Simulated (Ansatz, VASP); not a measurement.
# H39C35N11 (amorphous polyacrylonitrile at 300 K): VASP beside Ansatz

Aim: how closely do two programs agree when they are given the same cell, functional and k mesh? The structure shown is the end of the Ansatz relaxation below.

Calculated with Ansatz 0.2.0; plane waves, with VASP 6.6.1 beside it; single point at PBE with D3(BJ).

## 1. The structure

The cell holds 170 atoms: 70 C, 22 N and 78 H. Its edges and angles: a = 12.033 Å, b = 12.033 Å, c = 12.033 Å, α = 90.0°, β = 90.0°, γ = 90.0°. As first built, before any earlier steps moved the atoms (in the runner's words): 2 polyacrylonitrile chains of 11 units placed at random, at 1.17 g/cm^3; overlaps pushed apart, then 20 ps at 800 K with MMFF94 bonds, angles, torsions, charges and radii (Halgren, J. Comput. Chem. 17, 490 (1996)) in harmonic and 12-6 forms; charges of ions scaled by 0.8. Snapshot after 30 ps at 300 K and fixed volume.

## 2. Ansatz: relaxation, PBE with D3(BJ)

Ansatz runs on its default PAW (the set named soft_2) files.

This run makes the geometry at which the two programs are then compared.

Contents of input.yaml:

```yaml
crystal:
  lattice:
    - [12.03282, 0.0, 0.0]
    - [0.0, 12.03282, 0.0]
    - [0.0, 0.0, 12.03282]
  atoms:
    - { symbol: C, position: [0.8422, 0.82161, 0.23676] }
    - { symbol: C, position: [0.88889, 0.94285, 0.23257] }
    - { symbol: C, position: [0.96467, 0.96891, 0.32748] }
    - { symbol: C, position: [0.90955, 0.92993, 0.4274] }
    - { symbol: "N", position: [0.86523, 0.90922, 0.51165] }
    - { symbol: C, position: [0.99108, 0.09202, 0.356] }
    - { symbol: C, position: [0.04419, 0.15719, 0.2594] }
    - { symbol: C, position: [0.96657, 0.167, 0.16119] }
    - { symbol: "N", position: [0.90572, 0.18394, 0.08952] }
    - { symbol: C, position: [0.0841, 0.27637, 0.28981] }
    - { symbol: C, position: [0.15731, 0.2728, 0.38978] }
    - { symbol: C, position: [0.09171, 0.29816, 0.4888] }
    - { symbol: "N", position: [0.03173, 0.31675, 0.56128] }
    - { symbol: C, position: [0.25777, 0.35494, 0.37488] }
    - { symbol: C, position: [0.22619, 0.46826, 0.42588] }
    - { symbol: C, position: [0.23741, 0.46836, 0.55006] }
    - { symbol: "N", position: [0.24761, 0.47783, 0.64472] }
    - { symbol: C, position: [0.31103, 0.5537, 0.37774] }
    - { symbol: C, position: [0.29011, 0.67288, 0.41677] }
    - { symbol: C, position: [0.1792, 0.71005, 0.38969] }
    - { symbol: "N", position: [0.08715, 0.73378, 0.3791] }
    - { symbol: C, position: [0.37839, 0.73762, 0.35787] }
    - { symbol: C, position: [0.39324, 0.85208, 0.4029] }
    - { symbol: C, position: [0.30696, 0.92723, 0.3602] }
    - { symbol: "N", position: [0.24293, 0.98132, 0.31096] }
    - { symbol: C, position: [0.51597, 0.88631, 0.38404] }
    - { symbol: C, position: [0.54856, 0.95118, 0.28497] }
    - { symbol: C, position: [0.52256, 0.88064, 0.18778] }
    - { symbol: "N", position: [0.49441, 0.82883, 0.11059] }
    - { symbol: C, position: [0.49846, 0.06584, 0.2659] }
    - { symbol: C, position: [0.56646, 0.14373, 0.20004] }
    - { symbol: C, position: [0.6612, 0.18287, 0.26919] }
    - { symbol: "N", position: [0.72787, 0.21493, 0.33084] }
    - { symbol: C, position: [0.49573, 0.24607, 0.15843] }
    - { symbol: C, position: [0.56763, 0.34103, 0.1051] }
    - { symbol: C, position: [0.59256, 0.30792, 0.98886] }
    - { symbol: "N", position: [0.61689, 0.28105, 0.90172] }
    - { symbol: C, position: [0.51075, 0.45658, 0.10148] }
    - { symbol: C, position: [0.40737, 0.47942, 0.02589] }
    - { symbol: C, position: [0.32904, 0.39166, 0.04824] }
    - { symbol: "N", position: [0.2654, 0.31949, 0.06484] }
    - { symbol: C, position: [0.36182, 0.59312, 0.06091] }
    - { symbol: C, position: [0.23616, 0.62028, 0.04472] }
    - { symbol: C, position: [0.15863, 0.56911, 0.11907] }
    - { symbol: "N", position: [0.10713, 0.52296, 0.18748] }
    - { symbol: C, position: [0.2162, 0.73837, 0.05705] }
    - { symbol: H, position: [0.79859, 0.7882, 0.16627] }
    - { symbol: H, position: [0.77869, 0.81784, 0.30497] }
    - { symbol: H, position: [0.90618, 0.75937, 0.26145] }
    - { symbol: H, position: [0.92988, 0.95858, 0.14976] }
    - { symbol: H, position: [0.81616, 0.00072, 0.22875] }
    - { symbol: H, position: [0.04059, 0.91913, 0.31259] }
    - { symbol: H, position: [0.91878, 0.13298, 0.39315] }
    - { symbol: H, position: [0.04026, 0.08525, 0.43196] }
    - { symbol: H, position: [0.11896, 0.11043, 0.2301] }
    - { symbol: H, position: [0.1201, 0.3066, 0.21487] }
    - { symbol: H, position: [0.0145, 0.33127, 0.29801] }
    - { symbol: H, position: [0.19382, 0.18733, 0.39927] }
    - { symbol: H, position: [0.32074, 0.32936, 0.42447] }
    - { symbol: H, position: [0.28918, 0.35592, 0.28776] }
    - { symbol: H, position: [0.14389, 0.48458, 0.39471] }
    - { symbol: H, position: [0.39531, 0.53075, 0.41125] }
    - { symbol: H, position: [0.30668, 0.54836, 0.29102] }
    - { symbol: H, position: [0.29907, 0.68042, 0.50811] }
    - { symbol: H, position: [0.4606, 0.69513, 0.36095] }
    - { symbol: H, position: [0.35541, 0.74952, 0.27019] }
    - { symbol: H, position: [0.38645, 0.85059, 0.49537] }
    - { symbol: H, position: [0.57169, 0.81594, 0.39399] }
    - { symbol: H, position: [0.54196, 0.93805, 0.45172] }
    - { symbol: H, position: [0.6385, 0.95277, 0.28379] }
    - { symbol: H, position: [0.41977, 0.04724, 0.22777] }
    - { symbol: H, position: [0.4804, 0.10145, 0.34551] }
    - { symbol: H, position: [0.59782, 0.10134, 0.13069] }
    - { symbol: H, position: [0.43884, 0.21869, 0.09093] }
    - { symbol: H, position: [0.44692, 0.27524, 0.22237] }
    - { symbol: H, position: [0.64472, 0.35496, 0.14706] }
    - { symbol: H, position: [0.4829, 0.48267, 0.18435] }
    - { symbol: H, position: [0.5708, 0.51612, 0.07696] }
    - { symbol: H, position: [0.42505, 0.47879, 0.93312] }
    - { symbol: H, position: [0.41437, 0.64449, 0.00905] }
    - { symbol: H, position: [0.38466, 0.61207, 0.14785] }
    - { symbol: H, position: [0.21484, 0.59423, 0.95826] }
    - { symbol: H, position: [0.24645, 0.76217, 0.14487] }
    - { symbol: H, position: [0.27396, 0.78647, 0.00046] }
    - { symbol: H, position: [0.13274, 0.77034, 0.05286] }
    - { symbol: C, position: [0.57116, 0.27559, 0.62287] }
    - { symbol: C, position: [0.57943, 0.39888, 0.62836] }
    - { symbol: C, position: [0.63528, 0.44659, 0.52444] }
    - { symbol: C, position: [0.57751, 0.41155, 0.42795] }
    - { symbol: "N", position: [0.52528, 0.38598, 0.34928] }
    - { symbol: C, position: [0.7595, 0.40708, 0.5252] }
    - { symbol: C, position: [0.82694, 0.4862, 0.44778] }
    - { symbol: C, position: [0.79077, 0.49876, 0.33458] }
    - { symbol: "N", position: [0.76641, 0.51689, 0.24372] }
    - { symbol: C, position: [0.84196, 0.59537, 0.50559] }
    - { symbol: C, position: [0.88092, 0.58306, 0.62292] }
    - { symbol: C, position: [0.77832, 0.60532, 0.68751] }
    - { symbol: "N", position: [0.69869, 0.62311, 0.74274] }
    - { symbol: C, position: [0.97815, 0.66088, 0.65765] }
    - { symbol: C, position: [0.01747, 0.65176, 0.7777] }
    - { symbol: C, position: [0.06013, 0.54437, 0.80842] }
    - { symbol: "N", position: [0.10026, 0.46248, 0.84029] }
    - { symbol: C, position: [0.09908, 0.74614, 0.80464] }
    - { symbol: C, position: [0.19538, 0.76324, 0.71669] }
    - { symbol: C, position: [0.17899, 0.84872, 0.63753] }
    - { symbol: "N", position: [0.17469, 0.92349, 0.57993] }
    - { symbol: C, position: [0.29264, 0.795, 0.78941] }
    - { symbol: C, position: [0.40389, 0.82323, 0.73365] }
    - { symbol: C, position: [0.44368, 0.72594, 0.66661] }
    - { symbol: "N", position: [0.47704, 0.66474, 0.59986] }
    - { symbol: C, position: [0.48047, 0.85781, 0.8273] }
    - { symbol: C, position: [0.58561, 0.91316, 0.79767] }
    - { symbol: C, position: [0.56045, 0.98564, 0.69972] }
    - { symbol: "N", position: [0.52901, 0.04245, 0.62912] }
    - { symbol: C, position: [0.63162, 0.9736, 0.89553] }
    - { symbol: C, position: [0.75346, 0.0079, 0.89643] }
    - { symbol: C, position: [0.81801, 0.90637, 0.9125] }
    - { symbol: "N", position: [0.87595, 0.83309, 0.93756] }
    - { symbol: C, position: [0.79097, 0.07217, 0.7916] }
    - { symbol: C, position: [0.90451, 0.13746, 0.81847] }
    - { symbol: C, position: [0.88648, 0.25264, 0.80344] }
    - { symbol: "N", position: [0.85598, 0.3445, 0.7865] }
    - { symbol: C, position: [0.99847, 0.09406, 0.74423] }
    - { symbol: C, position: [0.11711, 0.10414, 0.79408] }
    - { symbol: C, position: [0.12007, 0.03571, 0.89554] }
    - { symbol: "N", position: [0.13768, 0.97992, 0.97259] }
    - { symbol: C, position: [0.15119, 0.22551, 0.81499] }
    - { symbol: C, position: [0.27272, 0.24426, 0.78426] }
    - { symbol: C, position: [0.28699, 0.22225, 0.663] }
    - { symbol: "N", position: [0.29702, 0.19395, 0.5707] }
    - { symbol: C, position: [0.34594, 0.16766, 0.84839] }
    - { symbol: H, position: [0.5059, 0.2491, 0.67392] }
    - { symbol: H, position: [0.64947, 0.24292, 0.64181] }
    - { symbol: H, position: [0.55326, 0.24851, 0.53734] }
    - { symbol: H, position: [0.49722, 0.43389, 0.62896] }
    - { symbol: H, position: [0.62054, 0.42304, 0.70752] }
    - { symbol: H, position: [0.62722, 0.5379, 0.52233] }
    - { symbol: H, position: [0.78677, 0.39951, 0.60578] }
    - { symbol: H, position: [0.76445, 0.32535, 0.48527] }
    - { symbol: H, position: [0.90775, 0.44813, 0.43526] }
    - { symbol: H, position: [0.91075, 0.63269, 0.45727] }
    - { symbol: H, position: [0.76992, 0.64904, 0.50107] }
    - { symbol: H, position: [0.90541, 0.50272, 0.63894] }
    - { symbol: H, position: [0.04675, 0.64264, 0.59629] }
    - { symbol: H, position: [0.95347, 0.7502, 0.64637] }
    - { symbol: H, position: [0.94707, 0.66387, 0.83374] }
    - { symbol: H, position: [0.04622, 0.81577, 0.81469] }
    - { symbol: H, position: [0.13156, 0.72909, 0.88547] }
    - { symbol: H, position: [0.21202, 0.68483, 0.66712] }
    - { symbol: H, position: [0.25846, 0.86301, 0.83805] }
    - { symbol: H, position: [0.3073, 0.72818, 0.84488] }
    - { symbol: H, position: [0.38324, 0.88976, 0.67113] }
    - { symbol: H, position: [0.43301, 0.91293, 0.87817] }
    - { symbol: H, position: [0.49766, 0.78016, 0.87151] }
    - { symbol: H, position: [0.65326, 0.85149, 0.78122] }
    - { symbol: H, position: [0.61466, 0.9207, 0.9712] }
    - { symbol: H, position: [0.58697, 0.05273, 0.91168] }
    - { symbol: H, position: [0.7779, 0.05593, 0.97114] }
    - { symbol: H, position: [0.7296, 0.13161, 0.78549] }
    - { symbol: H, position: [0.80182, 0.02264, 0.72036] }
    - { symbol: H, position: [0.92265, 0.13101, 0.90741] }
    - { symbol: H, position: [0.99344, 0.1341, 0.6635] }
    - { symbol: H, position: [0.98534, 0.00737, 0.73587] }
    - { symbol: H, position: [0.17851, 0.06671, 0.73808] }
    - { symbol: H, position: [0.13858, 0.24551, 0.89886] }
    - { symbol: H, position: [0.09191, 0.28494, 0.77167] }
    - { symbol: H, position: [0.28625, 0.33008, 0.80064] }
    - { symbol: H, position: [0.33712, 0.17224, 0.94196] }
    - { symbol: H, position: [0.42976, 0.19695, 0.82883] }
    - { symbol: H, position: [0.34699, 0.08457, 0.8199] }
kpoints:
  mp_grid: { grid: [1, 1, 1] }
hamiltonian:
  xc: pbe
  dispersion: d3bj
scf:
  occupations: { method: fermi_dirac, width: 0.05 }
output:
  forces: true
relax:
  f_tol: 0.05
  max_steps: 120
```

Command:

```sh
$ ansatz run input.yaml --threads 4 --pin off --max-ram 8192MiB --backend cpu --events-out ev --progress --plain --runs-dir out
```

Numbers of over 12 decimals in the logs are rounded to 6 here.

Log:

```text
Engine: ansatz 0.2.0, x86_64-unknown-linux-gnu
Pseudopotentials: kind: paw
Pseudopotential: C, paw, valence charge 4, recommended cutoff 420 eV (normal), C.paw.azcp
Pseudopotential: N, paw, valence charge 5, recommended cutoff 420 eV (normal), N.paw.azcp
Pseudopotential: H, paw, valence charge 1, recommended cutoff 420 eV (normal), H.paw.azcp
Functional definition: PBE
  parameter kappa = 0.804
  parameter beta = 0.066725
  exchange = pbe_x(kappa = kappa, mu = beta*pi^2/3)
  correlation = pbe_c(beta = beta)
Crystal: 170 atoms, lattice volume = 1742.217 Å³
Basis set: ecut = 420 eV, 34049 PW (Γ), exchange–correlation on 162×162×162 points (8 copies of the dense FFT grid, shifted against one another)
Bands: 404, of which v1, the nominal top of the filled ones, is band 234 counted from 1 (233 counted from 0)
Symmetry: 1 space group operations
Space group: P1 (ITA 1), of the structure as read, at distance tolerance 1.2e-4 Å
k-points: 1
Non-local potential: C, projectors of the file, l = 0: 2, l = 1: 2, l = 2: 1
Non-local potential: N, projectors of the file, l = 0: 2, l = 1: 2, l = 2: 1
Non-local potential: H, projectors of the file, l = 0: 2, l = 1: 1
PAW form: soft (Blöchl's): semilocal exchange-correlation on the pseudo side does not see the compensation charge
PAW one-centre angular grid: C, 110 points (default); XC on 64 Gauss nodes
PAW one-centre angular grid: N, 110 points (default); XC on 64 Gauss nodes
PAW one-centre angular grid: H, 110 points (default); XC on 64 Gauss nodes
Initial density: superposition of atomic densities (neutral atoms: chi_scale 0, normalization atom), corrected by the library's trained network
Initial wavefunctions: pseudopotential atomic-orbital guess
Functional: x = pbe(κ = 0.804, μ = 0.219515), c = pbe(β = 0.066725)
SCF iter   1: F=—  HF=-27249.955453 eV  |F-HF|=—  |Δ(HF+E_count)|=         —  Δρ=5.34e-3  dr2=1.08e0  ethr=1.77e-3  ⟨swp⟩=6.0  Hψ=1858  notcnv=0  defer=49
preconditioner: auto → Resta (q_TF=auto, 2.192 Å⁻¹)  ε∞=2.6  [insulator: Δε(μ)=5.698 eV  Ē_g=15.075 eV  σ=0.050 eV  W_gap=1.00  n_scr=304 (ndim 8)  ℏωp=19.2 eV  f_vac=0.186  D(μ)=0.00/eV (n_scr^D=0)  ε∞_Penn≈2.6]
SCF iter   2: F=—  HF=-27249.789073 eV  |F-HF|=—  |Δ(HF+E_count)|=   1.66e-1  Δρ=3.02e-3  dr2=2.44e-1  ethr=2.30e-4  ⟨swp⟩=3.0  Hψ=705  notcnv=0  defer=162
SCF iter   3: F=—  HF=-27249.760894 eV  |F-HF|=—  |Δ(HF+E_count)|=   2.82e-2  Δρ=1.77e-3  dr2=1.00e-1  ethr=5.21e-5  ⟨swp⟩=2.0  Hψ=484  notcnv=0  defer=162
SCF iter   4: F=—  HF=-27249.744014 eV  |F-HF|=—  |Δ(HF+E_count)|=   1.69e-2  Δρ=6.22e-4  dr2=1.12e-2  ethr=2.14e-5  ⟨swp⟩=2.0  Hψ=470  notcnv=0  defer=162
SCF iter   5: F=—  HF=-27249.744926 eV  |F-HF|=—  |Δ(HF+E_count)|=   9.12e-4  Δρ=2.82e-4  dr2=1.80e-3  ethr=2.38e-6  ⟨swp⟩=2.0  Hψ=689  notcnv=0  defer=162
SCF iter   6: F=—  HF=-27249.744999 eV  |F-HF|=—  |Δ(HF+E_count)|=   7.35e-5  Δρ=2.28e-4  dr2=1.18e-3  ethr=3.85e-7  ⟨swp⟩=2.0  Hψ=475  notcnv=0  defer=162
SCF iter   7: F=—  HF=-27249.744836 eV  |F-HF|=—  |Δ(HF+E_count)|=   1.64e-4  Δρ=4.47e-5  dr2=3.55e-5  ethr=2.52e-7  ⟨swp⟩=2.0  Hψ=471  notcnv=0  defer=162
SCF iter   8: F=-27249.744847 eV  HF=-27249.744851 eV  |F-HF|=3.62e-6  |Δ(HF+E_count)|=   1.50e-5  Δρ=1.97e-5  dr2=7.95e-6  ethr=7.58e-9  ⟨swp⟩=3.0  Hψ=875  notcnv=0
SCF 1 converged in 8 iterations: F = -27249.744847 eV  dr2 = 7.95e-6
  greatest PAW one-centre occupation: 0.846 electrons in one spin orbital (limit 2), on the N atom at site 105 (counted from 0), in its partial waves of l = 0
relax step   1: F+E_penalty+E_count = -27249.74484692 eV  Δ(F+E_penalty+E_count) = +0.000e0 eV  max|allowed force component| = 4.572e0 eV/Å  Δτ_max = 0.0000 Å  (8 SCF iters, dr2 threshold 6.25e-5 eV, accepted)
Initial density: handed on by an earlier stage of this run
Initial wavefunctions: those handed on with the density
iter 1 solved again at ethr=1.06e-3 eV; its pass at ethr=3.10e-3 eV (dr2=4.96e0 eV) is discarded
SCF iter   1: F=—  HF=-27256.197068 eV  |F-HF|=—  |Δ(HF+E_count)|=         —  Δρ=2.46e-2  dr2=5.20e0  ethr=1.06e-3  ⟨swp⟩=1.0  Hψ=1425  notcnv=0  defer=151
preconditioner: auto → Resta (q_TF=auto, 2.192 Å⁻¹)  ε∞=2.6  [insulator: Δε(μ)=5.542 eV  Ē_g=15.043 eV  σ=0.050 eV  W_gap=1.00  n_scr=304 (ndim 8)  ℏωp=19.2 eV  f_vac=0.187  D(μ)=0.00/eV (n_scr^D=0)  ε∞_Penn≈2.6]
SCF iter   2: F=—  HF=-27255.010582 eV  |F-HF|=—  |Δ(HF+E_count)|=    1.19e0  Δρ=1.13e-2  dr2=9.34e-1  ethr=1.06e-3  ⟨swp⟩=2.0  Hψ=479  notcnv=0  defer=151
SCF iter   3: F=—  HF=-27254.948476 eV  |F-HF|=—  |Δ(HF+E_count)|=   6.21e-2  Δρ=5.62e-3  dr2=5.48e-1  ethr=2.00e-4  ⟨swp⟩=2.0  Hψ=703  notcnv=0  defer=163
SCF iter   4: F=—  HF=-27254.853082 eV  |F-HF|=—  |Δ(HF+E_count)|=   9.54e-2  Δρ=1.26e-3  dr2=1.53e-2  ethr=1.17e-4  ⟨swp⟩=2.0  Hψ=478  notcnv=0  defer=163
[...]
- { symbol: H, position: [0.275369, 0.549480, 0.273168] }
    - { symbol: H, position: [0.301967, 0.663338, 0.498812] }
    - { symbol: H, position: [0.457460, 0.703017, 0.381655] }
    - { symbol: H, position: [0.373435, 0.740300, 0.267290] }
    - { symbol: H, position: [0.355263, 0.861698, 0.488892] }
    - { symbol: H, position: [0.554502, 0.855940, 0.429818] }
    - { symbol: H, position: [0.496586, 0.986738, 0.456147] }
    - { symbol: H, position: [0.627934, 0.981285, 0.302428] }
    - { symbol: H, position: [0.412355, 0.057588, 0.195031] }
    - { symbol: H, position: [0.450080, 0.114624, 0.324548] }
    - { symbol: H, position: [0.600113, 0.116597, 0.117373] }
    - { symbol: H, position: [0.428797, 0.229538, 0.100442] }
    - { symbol: H, position: [0.456441, 0.294398, 0.229763] }
    - { symbol: H, position: [0.639932, 0.366123, 0.146605] }
    - { symbol: H, position: [0.485451, 0.481418, 0.190191] }
    - { symbol: H, position: [0.563439, 0.530791, 0.076977] }
    - { symbol: H, position: [0.416566, 0.488923, 0.944485] }
    - { symbol: H, position: [0.395110, 0.665181, 0.025436] }
    - { symbol: H, position: [0.369191, 0.613034, 0.157213] }
    - { symbol: H, position: [0.200407, 0.609508, 0.966780] }
    - { symbol: H, position: [0.212226, 0.762373, 0.173440] }
    - { symbol: H, position: [0.252421, 0.805323, 0.038725] }
    - { symbol: H, position: [0.111877, 0.770003, 0.067201] }
    - { symbol: C, position: [0.596020, 0.255615, 0.625441] }
    - { symbol: C, position: [0.596583, 0.380547, 0.643422] }
    - { symbol: C, position: [0.644249, 0.444330, 0.542562] }
    - { symbol: C, position: [0.572133, 0.426323, 0.447572] }
    - { symbol: N, position: [0.513261, 0.405889, 0.373915] }
    - { symbol: C, position: [0.763697, 0.407127, 0.515111] }
    - { symbol: C, position: [0.832764, 0.490724, 0.447215] }
    - { symbol: C, position: [0.788729, 0.503745, 0.334572] }
    - { symbol: N, position: [0.750389, 0.514390, 0.246574] }
    - { symbol: C, position: [0.845343, 0.605649, 0.502886] }
    - { symbol: C, position: [0.880234, 0.596424, 0.626754] }
    - { symbol: C, position: [0.787374, 0.620986, 0.701236] }
    - { symbol: N, position: [0.715212, 0.644209, 0.761148] }
    - { symbol: C, position: [0.977861, 0.674026, 0.653586] }
    - { symbol: C, position: [0.015507, 0.668219, 0.775073] }
    - { symbol: C, position: [0.065992, 0.562199, 0.806247] }
    - { symbol: N, position: [0.114279, 0.484334, 0.836676] }
    - { symbol: C, position: [0.097975, 0.761058, 0.803154] }
    - { symbol: C, position: [0.205883, 0.760658, 0.732436] }
    - { symbol: C, position: [0.194080, 0.842622, 0.644223] }
    - { symbol: N, position: [0.181550, 0.912111, 0.578261] }
    - { symbol: C, position: [0.305799, 0.786398, 0.807814] }
    - { symbol: C, position: [0.416125, 0.819051, 0.752871] }
    - { symbol: C, position: [0.454387, 0.737747, 0.671206] }
    - { symbol: N, position: [0.482646, 0.675280, 0.603234] }
    - { symbol: C, position: [0.501029, 0.840936, 0.845832] }
    - { symbol: C, position: [0.612549, 0.896155, 0.812935] }
    - { symbol: C, position: [0.601689, 0.954895, 0.707666] }
    - { symbol: N, position: [0.587151, 0.00019727, 0.623732] }
    - { symbol: C, position: [0.647835, 0.973890, 0.908529] }
    - { symbol: C, position: [0.768072, 0.016517, 0.907222] }
[...]
- { symbol: N, position: [0.901875, 0.847425, 0.937412] }
[...]
- { symbol: C, position: [0.897305, 0.267159, 0.795670] }
    - { symbol: N, position: [0.880615, 0.360324, 0.777004] }
    - { symbol: C, position: [0.997080, 0.092434, 0.742599] }
    - { symbol: C, position: [0.119610, 0.103418, 0.777988] }
    - { symbol: C, position: [0.137954, 0.048181, 0.884713] }
    - { symbol: N, position: [0.152333, 1.004731, 0.969867] }
    - { symbol: C, position: [0.165536, 0.223174, 0.779587] }
    - { symbol: C, position: [0.291348, 0.228277, 0.754931] }
    - { symbol: C, position: [0.313012, 0.191912, 0.640802] }
    - { symbol: N, position: [0.328769, 0.159461, 0.551164] }
    - { symbol: C, position: [0.363178, 0.160648, 0.836266] }
    - { symbol: H, position: [0.561971, 0.213234, 0.698100] }
[...]
- { symbol: H, position: [0.976367, 0.00366012, 0.738654] }
    - { symbol: H, position: [0.166608, 0.055622, 0.715407] }
    - { symbol: H, position: [0.150918, 0.263413, 0.859985] }
    - { symbol: H, position: [0.121054, 0.272163, 0.717072] }
    - { symbol: H, position: [0.315108, 0.316590, 0.758769] }
    - { symbol: H, position: [0.339224, 0.181632, 0.921568] }
    - { symbol: H, position: [0.451413, 0.179458, 0.824891] }
    - { symbol: H, position: [0.350978, 0.071060, 0.824471] }
```

[end of part 1 of 2]

[Lines on the potential files, build, host, timing and source positions are cut from VASP's logs without a mark.]

[Logs are printed without paths, hosts, clocks, repeated set-up lines and the standing remarks that a program may print on its own settings, such as how far it seeks lower states.]

[Hosts, paths, dates, database ids (printed as entryN), source tags and the programs' standing remarks are cut or masked in the printed files.]
